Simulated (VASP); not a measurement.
# CBr (Fm-3m) in VASP: a series of runs

The runs below take CBr through single point, relaxation of the atoms, with PBE.

Everything below comes from runs of VASP 6.6.1. Logs are shortened: lines on timing, memory, paths and dates and some standing lists are left out, and cuts for length are marked.

## 1. The crystal as given

Symmetry: Fm-3m, No. 225, cubic system. The conventional cell has a = 5.850 Å, b = 5.850 Å, c = 5.850 Å, α = 90.00°, β = 90.00°, γ = 90.00°. C (site symmetry m-3m) has 6 Br at 2.92 Å as nearest neighbours. Br (site symmetry m-3m) is surrounded by 6 C at 2.92 Å.

The cell was built by a generator and needn't be a form met in nature.

## 2. Single point, PBE

File INCAR:

```
SYSTEM = CBr
ALGO = Fast
EDIFF = 1E-7
ENCUT = 520
GGA = PE
ISIF = 2
ISMEAR = 0
LASPH = .TRUE.
LCHARG = .FALSE.
LREAL = .FALSE.
LWAVE = .FALSE.
NBANDS = 12
NELM = 100
PREC = Accurate
SIGMA = 0.0124
```

File KPOINTS:

```
k-points
0
G
  10 10 10
  0 0 0
```

File POSCAR:

```
CBr
1.0
    0.0000000000      2.9248050000      2.9248050000
    2.9248050000      0.0000000000      2.9248050000
    2.9248050000      2.9248050000      0.0000000000
C Br
1 1
Direct
    0.0000000000      0.0000000000      0.0000000000
    0.5000000000      0.5000000000      0.5000000000
```

Potentials or basis: VASP PAW PBE potentials, release 64 (C, Br).

Launch:

```
cat potpaw_PBE.64/C/POTCAR potpaw_PBE.64/Br/POTCAR > POTCAR
mpirun -np 1 vasp_std > vasp.out
```

OUTCAR:

```text
SYSTEM = CBr
   EDIFF = 1E-7
   ENCUT = 520
   GGA = PE
   ISIF = 2
   ISMEAR = 0
   LASPH = .TRUE.
   LREAL = .FALSE.
   NELM = 100
   PREC = Accurate

 ion  position               nearest neighbor table
   1  0.000  0.000  0.000-
   2  0.500  0.500  0.500-

  LATTYP: Found a face centered cubic cell.
 ALAT       =     5.8496100000

  Lattice vectors:

 A1 = (   0.0000000000,   2.9248050000,   2.9248050000)
 A2 = (   2.9248050000,   0.0000000000,   2.9248050000)
 A3 = (   2.9248050000,   2.9248050000,   0.0000000000)

Analysis of symmetry for initial positions (statically):
=====================================================================
 Subroutine PRICEL returns:
 Original cell was already a primitive cell.

 Routine SETGRP: Setting up the symmetry group for a
 face centered cubic supercell.

 Subroutine GETGRP returns: Found 48 space group operations
 (whereof 48 operations were pure point group operations)
 out of a pool of 48 trial point group operations.

The static configuration has the point symmetry O_h .

Analysis of symmetry for dynamics (positions and initial velocities):
=====================================================================
 Subroutine PRICEL returns:
 Original cell was already a primitive cell.

 Routine SETGRP: Setting up the symmetry group for a
 face centered cubic supercell.

 Subroutine GETGRP returns: Found 48 space group operations
 (whereof 48 operations were pure point group operations)
 out of a pool of 48 trial point group operations.

The dynamic configuration has the point symmetry O_h .

 Subroutine INISYM returns: Found 48 space group operations
 (whereof 48 operations are pure point group operations),
 and found     1 'primitive' translations

----------------------------------------------------------------------------------------

                                     Primitive cell

  volume of cell :      50.0404

  direct lattice vectors                    reciprocal lattice vectors
     0.000000000  2.924805000  2.924805000    -0.170951568  0.170951568  0.170951568
     2.924805000  0.000000000  2.924805000     0.170951568 -0.170951568  0.170951568
     2.924805000  2.924805000  0.000000000     0.170951568  0.170951568 -0.170951568

  length of vectors
     4.136298898  4.136298898  4.136298898     0.296096801  0.296096801  0.296096801

  position of ions in fractional coordinates (direct lattice)
     0.000000000  0.000000000  0.000000000
     0.500000000  0.500000000  0.500000000

  ion indices of the primitive-cell ions
   primitive index   ion index
                 1           1
                 2           2

----------------------------------------------------------------------------------------

 KPOINTS: k-points

Automatic generation of k-mesh.
 Grid dimensions read from file:
 generate k-points for:   10   10   10

 Generating k-lattice:

  Cartesian coordinates                     Fractional coordinates (reciprocal lattice)
    -0.017095157  0.017095157  0.017095157     0.100000000  0.000000000  0.000000000
     0.017095157 -0.017095157  0.017095157     0.000000000  0.100000000  0.000000000
     0.017095157  0.017095157 -0.017095157     0.000000000  0.000000000  0.100000000

  Length of vectors
     0.029609680  0.029609680  0.029609680

  Shift w.r.t. Gamma in fractional coordinates (k-lattice)
     0.000000000  0.000000000  0.000000000

 Subroutine IBZKPT returns following result:
 ===========================================

 Found     47 irreducible k-points:

 Following reciprocal coordinates:
            Coordinates               Weight
  0.000000  0.000000  0.000000      1.000000
  0.100000  0.000000  0.000000      8.000000
  0.200000  0.000000  0.000000      8.000000
  0.300000  0.000000  0.000000      8.000000
  0.400000  0.000000  0.000000      8.000000
  0.500000  0.000000  0.000000      4.000000
[... 16 lines left out ...]
  0.300000  0.300000  0.000000      6.000000
  0.400000  0.300000  0.000000     24.000000
 [... further k-points ...]
   k-points           NKPTS =     47   k-points in BZ     NKDIM =     47   number of bands    NBANDS=     12
   number of dos      NEDOS =    301   number of ions     NIONS =      2
   total plane-waves  NPLWV =  32768
   dimension x,y,z NGX =    32 NGY =   32 NGZ =   32
   dimension x,y,z NGXF=    64 NGYF=   64 NGZF=   64
   ions per type =               1   1
   NGX,Y,Z   is equivalent  to a cutoff of  12.86, 12.86, 12.86 a.u.
   NGXF,Y,Z  is equivalent  to a cutoff of  25.72, 25.72, 25.72 a.u.
 SYSTEM =  CBr
   PREC   = accura    normal or accurate (medium, high low for compatibility)
   ISTART =      0    job   : 0-new  1-cont  2-samecut
   ICHARG =      2    charge: 1-file 2-atom 10-const
   ISPIN  =      1    spin polarized calculation?
   LNONCOLLINEAR =      F non collinear calculations
   LSORBIT =      F    spin-orbit coupling
   LASPH  =      T    aspherical Exc in radial PAW
   ENCUT  =  520.0 eV  38.22 Ry    6.18 a.u.   7.69  7.69  7.69*2*pi/ulx,y,z
   NELM   =    100;   NELMIN=  2; NELMDL= -5     # of ELM steps
   EDIFF  = 0.1E-06   stopping-criterion for ELM
   LREAL  =      F    real-space projection
   EDIFFG = 0.1E-05   stopping-criterion for IOM
   NSW    =      0    number of steps for IOM
   IBRION =     -1    ionic relax: 0-MD 1-quasi-New 2-CG
   NFREE  =      0    steps in history (QN), initial steepest desc. (CG)
   ISIF   =      2    stress and relaxation
   ISYM   =      2    0-nonsym 1-usesym 2-fastsym
   POTIM  = 0.5000    time-step for ionic-motion
   TEBEG  =    0.0;   TEEND  =   0.0 temperature during run
   PSTRESS=    0.0 pullay stress
   NELECT =      11.0000    total number of electrons
   NUPDOWN=      -1.0000    fix difference up-down
   EMIN   =  10.00;   EMAX   =-10.00  energy-range for DOS
   EFERMI =   0.00;   METHOD = LEGACY
   ISMEAR =     0;   SIGMA  =   0.01  broadening in eV -4-tet -1-fermi 0-gaus
   EFERMI_NEDOS =   21; number of points for ismear=-14 and -15
   IALGO  =     68    algorithm
   IMIX   =      4    mixing-type and parameters
     AMIX     =   0.40;   BMIX     =  1.00
     AMIX_MAG =   1.60;   BMIX_MAG =  1.00
  volume/ion in A,a.u.               =      25.02       168.84
  Fermi-wavevector in a.u.,A,eV,Ry     =   0.988019  1.867086 13.281767  0.976182
  Thomas-Fermi vector in A             =   2.119516
   LORBIT       =      0    0 simple, 1 ext, 2 COOP (PROOUT), +10 PAW based schemes
   GGA     = PE    functional components
   LHFCALC =     F    Hartree Fock is set to
   AEXX    =    0.0000 exact exchange contribution
   IVDW    =     0    specifies the selected vdW correction
   LEPSILON=     F    determine dielectric tensor
   LRPA    =     F    only Hartree local field effects (RPA)
 non-spin polarized calculation
 RMM-DIIS sequential band-by-band and
 Gauss-broadening in eV      SIGMA  =   0.01
  energy-cutoff  :      520.00
  volume of cell :       50.04
 maximum number of plane-waves:      1365
   NGX = 15   NGY = 15   NGZ = 15

 number of electron      10.9999998 magnetization

 Free energy of the ion-electron system (eV)
  ---------------------------------------------------
  ext. energy  EPLUGINS =         0.00000000
  ---------------------------------------------------
  free energy    TOTEN  =        -4.55156624 eV

  energy without entropy =       -4.55121763  energy(sigma->0) =       -4.55139193

 E-fermi :   0.5628     XC(G=0):  -8.3810

 val. band max:        0.5620519579   @ k =   0.4000   0.2000   0.1000
 cond. band min:       0.5820595030   @ k =   0.3000   0.0000   0.0000
 fundamental gap:      0.0200075452
 Fermi energy:         0.5628362231

 k-point     1 :       0.0000    0.0000    0.0000
  band No.  band energies     occupation
      1     -14.6466      2.00000
      2      -7.7219      2.00000
      3      -1.7774      2.00000
      4      -1.7774      2.00000
      5      -1.7774      2.00000
      6       1.5888      0.00000
      7       1.5888      0.00000
      8       1.5888      0.00000
      9       8.1447      0.00000
     10       9.5302      0.00000
     11       9.5302      0.00000
     12       9.5302      0.00000

 k-point     2 :       0.1000    0.0000    0.0000
  band No.  band energies     occupation
      1     -14.6097      2.00000
      2      -7.8034      2.00000
      3      -1.7611      2.00000
      4      -1.7611      2.00000
      5      -1.7594      2.00000
      6       1.4236      0.00000
      7       1.4696      0.00000
      8       1.4696      0.00000
      9       8.4386      0.00000
     10       9.3551      0.00000
     11       9.7122      0.00000
     12       9.7122      0.00000

 k-point     3 :       0.2000    0.0000    0.0000
  band No.  band energies     occupation
      1     -14.5098      2.00000
      2      -8.0182      2.00000
      3      -1.7117      2.00000
      4      -1.7117      2.00000
      5      -1.7101      2.00000
      6       1.0275      0.00000
      7       1.1654      0.00000
      8       1.1654      0.00000
      9       8.9037      0.00000
     10       9.4515      0.00000
     11      10.2371      0.00000
     12      10.2371      0.00000
[... 286 lines left out ...]
 k-point    23 :       0.3000    0.3000    0.0000
  band No.  band energies     occupation
      1     -14.3091      2.00000
      2      -8.1295      2.00000
      3      -2.4935      2.00000
      4      -2.4251      2.00000
      5      -2.4251      2.00000
      6       1.2122      0.00000
      7       1.9189      0.00000
      8       1.9189      0.00000
      9       7.3914      0.00000
     10      10.0994      0.00000
     11      12.6445      0.00000
     12      12.6813      0.00000

 k-point    24 :       0.4000    0.3000    0.0000
  band No.  band energies     occupation
      1     -14.2286      2.00000
      2      -8.1756      2.00000
      3      -3.0205      2.00000
      4      -2.4969      2.00000
      5      -2.4913      2.00000
      6       1.6953      0.00000
      7       1.8636      0.00000
      8       1.8791      0.00000
      9       7.3305      0.00000
     10      10.6526      0.00000
     11      12.9489      0.00000
     12      12.9914      0.00000

 [... further k-points ...]
[... 5 lines left out ...]
  --------------------------------------------------------------------------------------
  -------------------------------------------------------------------------------------
  Total       -3.2610225     -3.2610225     -3.2610225      0.0000000      0.0000000     -0.0000000
  in kB     -104.4103710   -104.4103710   -104.4103710      0.0000000      0.0000000     -0.0000000
  external PRESSURE =    -104.4103710 kB  Pullay stress =       0.0000000 kB

 VOLUME and BASIS-vectors are now :
 -----------------------------------------------------------------------------
  energy-cutoff  :      520.00
  volume of cell :       50.04
      direct lattice vectors                 reciprocal lattice vectors
     0.000000000  2.924805000  2.924805000    -0.170951568  0.170951568  0.170951568
     2.924805000  0.000000000  2.924805000     0.170951568 -0.170951568  0.170951568
     2.924805000  2.924805000  0.000000000     0.170951568  0.170951568 -0.170951568

 POSITION                                       TOTAL-FORCE (eV/Angst)
 -----------------------------------------------------------------------------------
      0.00000      0.00000      0.00000         0.000000     -0.000000     -0.000000
      2.92481      2.92481      2.92481        -0.000000      0.000000      0.000000
 -----------------------------------------------------------------------------------
    total drift:                                0.000000     -0.000000      0.000000

  FREE ENERGIE OF THE ION-ELECTRON SYSTEM (eV)
  ---------------------------------------------------
  free  energy   TOTEN  =        -4.5515662401 eV

  energy  without entropy=       -4.5512176257  energy(sigma->0) =       -4.55139193
```

Wall time 16 s (1 thread of AMD EPYC 9R45 (Zen 5), shared host); peak memory 0.15 GiB.

What came out:

| Property | Result |
| --- | --- |
| Free energy | -4.5516 eV |
| Pressure | -10.4 GPa |
| Band gap on the k mesh | none (metal or under the smearing width) |

Levels at points of the mesh, in eV from the Fermi level:
```
           k point  band 2  band 3  band 4  band 5  band 6  band 7  band 8  band 9
(0.00, 0.00, 0.00)   -8.28   -2.34   -2.34   -2.34    1.03    1.03    1.03    7.58
(0.50, 0.00, 0.00)   -9.16   -2.10   -2.07   -2.07   -0.46   -0.19   -0.19    8.69
(0.50, 0.50, 0.00)   -8.62   -4.51   -3.28   -3.28    1.56    1.56    2.05    6.20
```

Caveat: an odd number of electrons without spin polarisation forces a metal; a magnetic or distorted state may lie lower.

## 3. Relaxation of the atoms, PBE

File INCAR:

```
PREC = Accurate
ENCUT = 520
EDIFF = 1E-7
ISMEAR = 0
SIGMA = 0.0124
LREAL = False
LASPH = True
NELM = 60
ALGO = Normal
ISIF = 2
LWAVE = False
LCHARG = False
GGA = PE
IBRION = 2
NSW = 80
EDIFFG = -0.03
```

File KPOINTS:

```
regular mesh
0
Gamma
  10 10 10
```

POSCAR is that of step 2.

Potentials or basis: VASP PAW PBE potentials, release 64 (C, Br).

Launch:

```
cat potpaw_PBE.64/C/POTCAR potpaw_PBE.64/Br/POTCAR > POTCAR
mpirun -np 1 vasp_std > vasp.out
```

It took 11 s on 1 thread of AMD EPYC 9R45 (Zen 5), shared host; peak memory 0.15 GiB.

Results (log left out):

- Free energy: -4.5516 eV
- Pressure after relaxing: -10.4 GPa
- Band gap on the k mesh: none (metal or under the smearing width)

Final structure:
```
CELL_PARAMETERS angstrom
0.00000 2.92481 2.92481
2.92481 0.00000 2.92481
2.92481 2.92481 0.00000
ATOMIC_POSITIONS crystal
C 0.00000 0.00000 0.00000
Br 0.50000 0.50000 0.50000
```

Levels at points of the mesh, in eV from the Fermi level:
| k point | band 1 | band 2 | band 3 | band 4 | band 5 | band 6 | band 7 | band 8 | band 9 |
| --- | --- | --- | --- | --- | --- | --- | --- | --- | --- |
| (0.00, 0.00, 0.00) | -15.21 | -8.28 | -2.34 | -2.34 | -2.34 | 1.03 | 1.03 | 1.03 | 7.58 |
| (0.50, 0.00, 0.00) | -14.78 | -9.16 | -2.10 | -2.07 | -2.07 | -0.46 | -0.19 | -0.19 | 8.69 |
| (0.50, 0.50, 0.00) | -14.69 | -8.62 | -4.51 | -3.28 | -3.28 | 1.56 | 1.56 | 2.05 | 6.20 |

Caveat: the relaxation stopped at its first step, so nothing moved; an odd number of electrons without spin polarisation forces a metal; a magnetic or distorted state may lie lower.
